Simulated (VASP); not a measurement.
Input:

```
La2O3
1.0
    1.96643    -3.40595     0.00000
    1.96643     3.40595     0.00000
    0.00000     0.00000     6.10622
La O
2 3
Direct
  0.33333   0.66667   0.24588
  0.66667   0.33333   0.75412
  0.00000   0.00000   0.00000
  0.33333   0.66667   0.64627
  0.66667   0.33333   0.35373
```

Calculation: r2SCAN meta-GGA, VASP's PBE PAW potentials (set 64) (plane waves; VASP). Numerical set-up: 520 eV cut-off, 6×6×4 Γ-centred mesh, Gaussian smearing of 0.050 eV, potentials La O.

**Question.** Estimate the energy per atom (σ→0), band gap (on the k-mesh) with the smallest direct gap where there is one.

**Answer.** 
The band gap (on the k-mesh) is 4.24 eV, the smallest direct gap (on the k-mesh) is 4.36 eV and the energy per atom (σ→0) comes out as -1853.6 kJ/mol of atoms.

Total energies compare only between runs with the same potentials, cut-off and functional.

The compound is La2O3 in the a-type structure. It was relaxed first. The start is the result of an earlier pass.
